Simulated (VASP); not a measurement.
Input:

```
Tl
1.0
    1.82902    -3.16795     0.00000
    1.82902     3.16795     0.00000
    0.00000     0.00000     5.78782
Tl
2
Direct
  0.33333   0.66667   0.25000
  0.66667   0.33333   0.75000
```

Calculation: RPBE GGA, VASP's PBE PAW potentials (set 64) (plane waves; VASP). Numerical set-up: 520 eV cut-off, Gaussian smearing of 0.050 eV, potentials Tl_d.

Give the energies of bands 11 to 16 at the high-symmetry points, in eV from the Fermi level.

| band | Γ | M | K | A | L | H |
|---|---|---|---|---|---|---|
| 11 | -9.11 | -5.75 | -4.76 | -7.88 | -4.91 | -4.43 |
| 12 | -5.15 | -4.64 | -4.76 | -7.88 | -4.91 | -4.43 |
| 13 | -2.26 | -0.83 | -1.03 | 2.90 | -1.83 | -0.71 |
| 14 | 6.81 | 0.55 | 1.45 | 2.90 | -1.83 | -0.71 |
| 15 | 6.81 | 1.28 | 1.45 | 7.67 | 4.88 | 0.29 |
| 16 | 8.59 | 3.41 | 2.61 | 7.67 | 4.88 | 0.29 |

It has no gap at this level: it comes out as a metal or semimetal.

The compound is Tl in the hcp structure. It was relaxed first, which changed the volume by +17 %.
